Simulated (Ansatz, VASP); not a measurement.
## One calculation of SrGe12Pt4, two programs

```xyz
17
Lattice="-4.3359 4.3359 4.3359 4.3359 -4.3359 4.3359 4.3359 4.3359 -4.3359" Properties=species:S:1:pos:R:3 pbc="T T T"
Sr    0.0000    0.0000    0.0000
Ge    1.2549    4.3359    3.0311
Ge    1.3048    5.5908    0.0000
Ge    0.0000    1.3048    3.0810
Ge    5.5908    0.0000    1.3048
Ge    1.3048    3.0810    0.0000
Ge    0.0000    1.3048    5.5908
Ge    3.0810    0.0000    1.3048
Ge    4.3359    3.0311   -1.2549
Ge   -1.2549    4.3359    3.0311
Ge    3.0311   -1.2549    4.3359
Ge    3.0311    1.2549    4.3359
Ge    4.3359    3.0311    1.2549
Pt    2.1679    2.1679    2.1679
Pt    2.1679   -2.1679    2.1679
Pt   -2.1679    2.1679    2.1679
Pt    2.1679    2.1679   -2.1679
```

Alike in both runs: functional PBE; dispersion D3(BJ); k mesh 6 × 6 × 6; occupations gaussian, width 0.1 eV; no spin polarisation.

Ansatz relaxed the structure, and its values are those at the end. VASP's run is a single point on that final structure, the one shown.

|  | VASP | Ansatz |
| --- | --- | --- |
| version | VASP 6.6.1 | Ansatz 0.2.0 |
| potentials or method | VASP PAW PBE potentials, release 64 (Sr_sv, Ge_d, Pt) | scalar-relativistic, plane waves, PAW |
| plane-wave cutoff (eV) | 520 | 420 |
| valence electrons in the cell | 218 | 250 |

|  | VASP | Ansatz | Ansatz less VASP |
| --- | --- | --- | --- |
| gap on the k mesh at the Fermi level (eV) | none | none | - |
| pressure (GPa) | 0.0 | 0.0 | -0.01 |

A gap of «none» marks a metal or a gap that the smearing closes. The two sets of potentials don't hold the same shells in valence.

Caveats: pairwise dispersion overbinds metals, which lowers pressure and volume. The runs have no spin-orbit coupling, so splittings on Pt are missing.
